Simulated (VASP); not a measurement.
Here is the system:

```xyz
6
Lattice="4.7467 0.0000 0.0000 0.0000 4.7467 0.0000 0.0000 0.0000 3.1703" Properties=species:S:1:pos:R:3 pbc="T T T"
Zn     0.0000     0.0000     0.0000
Zn     2.3734     2.3734     1.5852
F      1.4379     1.4379     0.0000
F      3.8113     0.9354     1.5852
F      0.9354     3.8113     1.5852
F      3.3088     3.3088     0.0000
```

Level of theory: optB88-vdW, VASP's PBE PAW potentials (set 64) (plane waves; VASP 6.6.1). Run with 520 eV cut-off, 5×5×8 Γ-centred mesh, tetrahedra with Blöchl corrections, potentials Zn F.

The cores are frozen, which limits the accuracy of field gradients.

Question: Give the principal components of the electric field gradient (V/Å²) and the asymmetry η at each nucleus.

Answer: 
| atom | Vxx | Vyy | Vzz | η |
|---|---|---|---|---|
| Zn1 | -11.6 | -11.1 | 22.7 | 0.02 |
| Zn2 | -11.6 | -11.1 | 22.7 | 0.02 |
| F3 | 63.3 | 26.7 | -90.1 | 0.41 |
| F4 | 63.3 | 26.7 | -90.1 | 0.41 |
| F5 | 63.3 | 26.7 | -90.1 | 0.41 |
| F6 | 63.3 | 26.7 | -90.1 | 0.41 |

The compound is ZnF2 in the rutile structure. It was relaxed first.
